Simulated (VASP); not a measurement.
Output of a VASP run:

File OUTCAR:
```
 ion  position               nearest neighbor table
   1  0.000  0.000  0.000-   3 2.32   3 2.32   3 2.32   2 2.32   2 2.32   2 2.32   3 2.32   2 2.32
  LATTYP: Found a face centered cubic cell.
 ALAT       =     5.3664631536
 Subroutine PRICEL returns:
 Original cell was already a primitive cell.
 Subroutine GETGRP returns: Found 48 space group operations
The static configuration has the point symmetry O_h .
The dynamic configuration has the point symmetry O_h .
 Subroutine INISYM returns: Found 48 space group operations
 Subroutine IBZKPT returns following result:
 Found     47 irreducible k-points:

 Following reciprocal coordinates:
            Coordinates               Weight
  0.000000  0.000000  0.000000      1.000000
  0.100000  0.000000  0.000000      8.000000
  0.200000  0.000000  0.000000      8.000000
  0.300000  0.000000  0.000000      8.000000
  0.400000  0.000000  0.000000      8.000000
  0.500000  0.000000  0.000000      4.000000
  0.100000  0.100000  0.000000      6.000000
  0.200000  0.100000  0.000000     24.000000
  0.300000  0.100000  0.000000     24.000000
  0.400000  0.100000  0.000000     24.000000
  0.500000  0.100000  0.000000     24.000000
 -0.400000  0.100000  0.000000     24.000000
 -0.300000  0.100000  0.000000     24.000000
 -0.200000  0.100000  0.000000     24.000000
 -0.100000  0.100000  0.000000     12.000000
  0.200000  0.200000  0.000000      6.000000
  0.300000  0.200000  0.000000     24.000000
  0.400000  0.200000  0.000000     24.000000
  0.500000  0.200000  0.000000     24.000000
 -0.400000  0.200000  0.000000     24.000000
 -0.300000  0.200000  0.000000     24.000000
 -0.200000  0.200000  0.000000     12.000000
  0.300000  0.300000  0.000000      6.000000
  0.400000  0.300000  0.000000     24.000000
  0.500000  0.300000  0.000000     24.000000
 -0.400000  0.300000  0.000000     24.000000
 -0.300000  0.300000  0.000000     12.000000
  0.400000  0.400000  0.000000      6.000000
  0.500000  0.400000  0.000000     24.000000
 -0.400000  0.400000  0.000000     12.000000
  0.500000  0.500000  0.000000      3.000000
  0.300000  0.200000  0.100000     24.000000
  0.400000  0.200000  0.100000     48.000000
  0.500000  0.200000  0.100000     48.000000
 -0.400000  0.200000  0.100000     24.000000
  0.400000  0.300000  0.100000     24.000000
  0.500000  0.300000  0.100000     48.000000
 -0.400000  0.300000  0.100000     48.000000
 -0.300000  0.300000  0.100000     48.000000
 -0.200000  0.300000  0.100000     24.000000
   k-points           NKPTS =     47   k-points in BZ     NKDIM =     47   number of bands    NBANDS=     12
   number of dos      NEDOS =    301   number of ions     NIONS =      3
   total plane-waves  NPLWV =  21952
   dimension x,y,z NGX =    28 NGY =   28 NGZ =   28
   dimension x,y,z NGXF=    56 NGYF=   56 NGZF=   56
   ions per type =               1   2
   PREC   = accura    normal or accurate (medium, high low for compatibility)
   ISTART =      0    job   : 0-new  1-cont  2-samecut
   ICHARG =      2    charge: 1-file 2-atom 10-const
   ISPIN  =      1    spin polarized calculation?
   LNONCOLLINEAR =      F non collinear calculations
   LSORBIT =      F    spin-orbit coupling
   INIWAV =      1    electr: 0-lowe 1-rand  2-diag
   ENCUT  =  520.0 eV  38.22 Ry    6.18 a.u.   7.06  7.06  7.06*2*pi/ulx,y,z
   NELM   =    100;   NELMIN=  2; NELMDL= -5     # of ELM steps
   EDIFF  = 0.1E-06   stopping-criterion for ELM
   LREAL  =      F    real-space projection
   NLSPLINE    = F    spline interpolate recip. space projectors
   LMAXMIX     =    4 max onsite mixed and CHGCAR
   VOSKOWN=      0    Vosko Wilk Nusair interpolation
   EDIFFG = 0.1E-05   stopping-criterion for IOM
   NSW    =      0    number of steps for IOM
   NBLOCK =      1;   KBLOCK =      1    inner block; outer block
   IBRION =     -1    ionic relax: 0-MD 1-quasi-New 2-CG
   NFREE  =      0    steps in history (QN), initial steepest desc. (CG)
...
```

### OSZICAR
```
       N       E                     dE             d eps       ncg     rms          rms(c)
DAV:   1     0.715044006991E+02    0.71504E+02   -0.71392E+03  1128   0.135E+03
DAV:   2    -0.160251695548E+02   -0.87530E+02   -0.82056E+02  1148   0.256E+02
DAV:   3    -0.204248633225E+02   -0.43997E+01   -0.42146E+01  1412   0.660E+01
DAV:   4    -0.205330439547E+02   -0.10818E+00   -0.10789E+00  1376   0.969E+00
DAV:   5    -0.205361689663E+02   -0.31250E-02   -0.31242E-02  1492   0.174E+00    0.139E+01
DAV:   6    -0.239236489875E+02   -0.33875E+01   -0.38424E+01  1436   0.132E+02    0.172E+01
DAV:   7    -0.192085486955E+02    0.47151E+01   -0.16199E+01  1508   0.104E+02    0.334E+00
DAV:   8    -0.192272510871E+02   -0.18702E-01   -0.95643E-01  1340   0.814E+00    0.180E+00
DAV:   9    -0.191951492438E+02    0.32102E-01   -0.97912E-02  1452   0.667E+00    0.418E-01
DAV:  10    -0.191951056807E+02    0.43563E-04   -0.56033E-03  1420   0.906E-01    0.714E-02
DAV:  11    -0.191950588582E+02    0.46823E-04   -0.36764E-04  1704   0.351E-01    0.384E-02
DAV:  12    -0.191950725827E+02   -0.13725E-04   -0.34222E-05  1220   0.652E-02    0.227E-02
DAV:  13    -0.191950723128E+02    0.26988E-06   -0.27408E-06  1496   0.138E-02    0.454E-03
DAV:  14    -0.191950724271E+02   -0.11425E-06   -0.40335E-07  1300   0.796E-03    0.253E-03
DAV:  15    -0.191950725284E+02   -0.10131E-06   -0.92032E-08   768   0.613E-03    0.587E-04
DAV:  16    -0.191950725943E+02   -0.65855E-07   -0.55495E-08   684   0.180E-03
   1 F= -.19195073E+02 E0= -.19195392E+02  d E =0.959155E-03
```

**OUTCAR**
```
------------------------ aborting loop because EDIFF is reached ----------------------------------------
  FORCE on cell =-STRESS in cart. coord.  units (eV):
  Direction    XX          YY          ZZ          XY          YZ          ZX
  --------------------------------------------------------------------------------------
  Total       -0.0326266     -0.0326266     -0.0326266      0.0000000      0.0000000     -0.0000000
  in kB       -1.3529383     -1.3529383     -1.3529383      0.0000000      0.0000000     -0.0000000
  external PRESSURE =      -1.3529383 kB  Pullay stress =       0.0000000 kB
  volume of cell :       38.64
      direct lattice vectors                 reciprocal lattice vectors
     0.000000000  2.683231577  2.683231577    -0.186342470  0.186342470  0.186342470
     2.683231577  0.000000000  2.683231577     0.186342470 -0.186342470  0.186342470
     2.683231577  2.683231577  0.000000000     0.186342470  0.186342470 -0.186342470
 POSITION                                       TOTAL-FORCE (eV/Angst)
 -----------------------------------------------------------------------------------
      0.00000      0.00000      0.00000        -0.000000      0.000000      0.000000
      1.34162      1.34162      1.34162        -0.000000     -0.000000     -0.000000
      4.02485      4.02485      4.02485         0.000000      0.000000      0.000000
 -----------------------------------------------------------------------------------
    total drift:                               -0.000000     -0.000000      0.000000
  FREE ENERGIE OF THE ION-ELECTRON SYSTEM (eV)
  ---------------------------------------------------
  free  energy   TOTEN  =       -19.1950725943 eV

  energy  without entropy=      -19.1960317495  energy(sigma->0) =      -19.19539231
```
(Selected blocks of OUTCAR.)

POSCAR:
```
CoSi2
1
    0.0000000000     2.6832315768     2.6832315768
    2.6832315768     0.0000000000     2.6832315768
    2.6832315768     2.6832315768     0.0000000000
Co Si
1 2
Direct
  0.0000000000   0.0000000000   0.0000000000
  0.2500000000   0.2500000000   0.2500000000
  0.7500000000   0.7500000000   0.7500000000
```

Question: Write an INCAR and KPOINTS that could have produced this output.

Answer: One answer among several that fit: the input of the run itself, PW91 GGA, plane waves, VASP's PBE PAW potentials (set 64).

INCAR:
```
LCHARG = .False.
LASPH = .True.   ! aspherical one-centre terms
LREAL = .False.   ! projection in real space or not
SIGMA = 0.1   ! width (eV)
EDIFF = 1E-7   ! SCF stop (eV)
ISMEAR = 1
ISIF = 2
ALGO = Normal   ! blocked Davidson
LWAVE = .False.
PREC = Accurate
ENCUT = 520   ! plane-wave cut-off (eV)
GGA = 91
LMAXMIX = 4
SYSTEM = CoSi2
NELM = 100
```

File KPOINTS:
```
kpoints
0
gamma
 10 10 10
0 0 0
```

POTCAR, in this order: Co Si (PBE.64 set). Program: vasp_std.

The compound is CoSi2 in the fluorite structure. It was relaxed first. The run is not spin-polarised, so no magnetic state was tried. The electron count is odd and the run is not spin-polarised, which forces a metal.
